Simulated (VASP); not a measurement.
A convergence study with VASP on BaO (rock salt): one setting is varied, all else stays as given below, so the limit is that of these other settings. ε∞ is the independent-particle value.

```xyz
2
Lattice="0.0000 2.7700 2.7700 2.7700 0.0000 2.7700 2.7700 2.7700 0.0000" Properties=species:S:1:pos:R:3 pbc="T T T"
Ba     0.0000     0.0000     0.0000
O      2.7700     2.7700     2.7700
```

Method: PBE GGA, VASP's PBE PAW potentials (set 64) (plane waves; VASP). The tightest run used: 700 eV cut-off, 7×7×7 Γ-centred mesh, Gaussian smearing of 0.050 eV, potentials Ba_sv O.

**Question.** The settings run are NBANDS = 9; NBANDS = 10; NBANDS = 12; NBANDS = 16; NBANDS = 24; NBANDS = 40; NBANDS = 72; NBANDS = 136. From which on does the mean ε∞ stay within 0.1  of the tightest run?

**Answer.** From NBANDS = 24 on: it is off by 0.05 there and by no more than 0.1 in any finer run, while NBANDS = 16 is off by 0.17.
```
setting       mean ε∞  bands  difference judged ()
------------  -------  -----  --------------------
NBANDS = 9       1.95      9                  2.55
NBANDS = 10      2.74     10                  1.75
NBANDS = 12      3.68     12                  0.81
NBANDS = 16      4.32     16                  0.17
NBANDS = 24      4.45     24                  0.05
NBANDS = 40      4.48     40                  0.02
NBANDS = 72      4.49     72                  0.00
NBANDS = 136     4.49    136                  0.00
```

Left out are rungs that failed or repeat a setting and relaxations that didn't move; long series are thinned to 24 rows.

The compound is BaO in the rock salt structure. The cell was not relaxed at this level.
